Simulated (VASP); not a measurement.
Here is the system:

```
CELL_PARAMETERS angstrom
      0.00000     2.38814     2.38814
      2.38814     0.00000     2.38814
      2.38814     2.38814     0.00000
ATOMIC_POSITIONS crystal
  B  0.00000 0.00000 0.00000
  As 0.25000 0.25000 0.25000
```

All values below come from MS2 meta-GGA, VASP's PBE PAW potentials (set 64) (plane waves; VASP). Run with 520 eV cut-off, 11×11×11 Γ-centred mesh, tetrahedra with Blöchl corrections, potentials B As.

Task: Give the energies of bands 2 to 7 at the high-symmetry points, in eV from the valence-band maximum.

Result: 
```csv
band,Γ,X,U,L,W
2,0.00,-8.70,-8.31,-8.86,-8.25
3,0.00,-4.03,-5.90,-1.78,-5.43
4,0.00,-4.03,-3.43,-1.78,-5.13
5,3.90,1.71,2.43,3.23,5.57
6,3.90,1.88,6.04,5.36,6.80
7,3.90,12.34,10.04,5.36,7.08
```

The gap is indirect, 1.54 eV, from the valence maximum at Γ to the conduction minimum at Γ-X at 0.78.

Measured: gap 1.82 eV (computed value off by -0.28 eV), as given by Wikipedia, List of semiconductor materials.

The compound is BAs in the zinc blende structure. It was relaxed first.
